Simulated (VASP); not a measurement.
Given:

```
CELL_PARAMETERS angstrom
      0.00000     3.20350     3.20350
      3.20350     0.00000     3.20350
      3.20350     3.20350     0.00000
ATOMIC_POSITIONS crystal
  Mg 0.25000 0.25000 0.25000
  Mg 0.75000 0.75000 0.75000
  Ge 0.00000 0.00000 0.00000
```

All values below come from PBE GGA with spin-orbit coupling, VASP's PBE PAW potentials (set 64) (plane waves; VASP). Settings: 400 eV cut-off, 6×6×6 Γ-centred mesh, Gaussian smearing of 0.050 eV, potentials Mg Ge_d.

### Question
Give the energies of bands 13 to 25 at the high-symmetry points, in eV from the valence-band maximum.

### Answer

| band | Γ | X | U | L | W |
|---|---|---|---|---|---|
| 13 | -0.19 | -4.57 | -4.14 | -4.88 | -3.75 |
| 14 | -0.19 | -4.57 | -4.14 | -4.88 | -3.75 |
| 15 | 0.00 | -2.10 | -3.55 | -0.85 | -3.70 |
| 16 | 0.00 | -2.10 | -3.55 | -0.85 | -3.70 |
| 17 | 0.00 | -2.03 | -1.73 | -0.74 | -2.75 |
| 18 | 0.00 | -2.03 | -1.73 | -0.74 | -2.75 |
| 19 | 0.92 | 0.09 | 0.64 | 0.89 | 2.70 |
| 20 | 0.92 | 0.09 | 0.64 | 0.89 | 2.70 |
| 21 | 2.72 | 0.45 | 3.03 | 2.68 | 3.63 |
| 22 | 2.72 | 0.45 | 3.03 | 2.68 | 3.63 |
| 23 | 2.73 | 7.71 | 5.91 | 2.68 | 3.66 |
| 24 | 2.73 | 7.71 | 5.92 | 2.68 | 3.66 |
| 25 | 2.73 | 7.82 | 5.99 | 4.74 | 3.68 |

The gap is indirect, 0.09 eV, from the valence maximum at Γ to the conduction minimum at X.

Measured: gap 0.74 eV (computed value off by -0.65 eV), as given by Byungki Ryu et al., Journal of the Korean Physical Society (2019), arXiv:1905.06140.

The compound is Mg2Ge in the antifluorite structure. It was relaxed first.
